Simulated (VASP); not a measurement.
**Rb2H4Pd (space group P4_2/mnm): computed properties**

Calculation: r2SCAN meta-GGA, VASP's PBE PAW potentials (set 64) (plane waves; VASP).

```
Property                                                                                                          Result
---------------------------------------------  -------------------------------------------------------------------------
space group                                                                                               P4_2/mnm (136)
cell                                           a = 5.835 Å, b = 5.835 Å, c = 8.510 Å, α = 90.00°, β = 90.00°, γ = 90.00°
volume per atom                                                                                            20.69 Å³/atom
band gap (over mesh and band path)                                                                               3.29 eV
smallest direct gap (over mesh and band path)                                                                    3.29 eV
band-edge character                                                                           indirect, M-Γ at 0.40 to Γ
density                                                                                                       3.23 g/cm³
mean ε∞ (independent particles)                                                                                     3.11
```

PdRb$_{2}$H$_{4}$ is taken in the tetragonal space group P4₂/mnm (No. 136), Pearson symbol tP14. Lattice parameters: a = 5.8347 Å, b = 5.8347 Å, c = 8.5103 Å, α = 90.00°, β = 90.00°, γ = 90.00°. Rb on 4d has 8 H at 2.957–2.992 Å and 4 Pd at 3.611 Å. H1 on 4e has 1 Pd at 1.648 Å and 4 Rb at 2.957 Å (square pyramidal). H2 on 4f is surrounded by 1 Pd at 1.648 Å and 4 Rb at 2.992 Å (square pyramidal). Pd on 2a is coordinated by 4 H at 1.648 Å and 8 Rb at 3.611 Å. (Neighbours: up to the widest gap in distance over summed covalent radii, below 1.35, at either atom; cation-cation and far metal-metal contacts left out.)

The path is coarsely sampled, so an indirect gap can come out somewhat too large.

The structure comes from a computed database's Rb2H4Pd entry (P4_2/mnm); how it stands against other phases isn't given here. It was relaxed first. Symmetry was kept, so distortions that lower it aren't found.
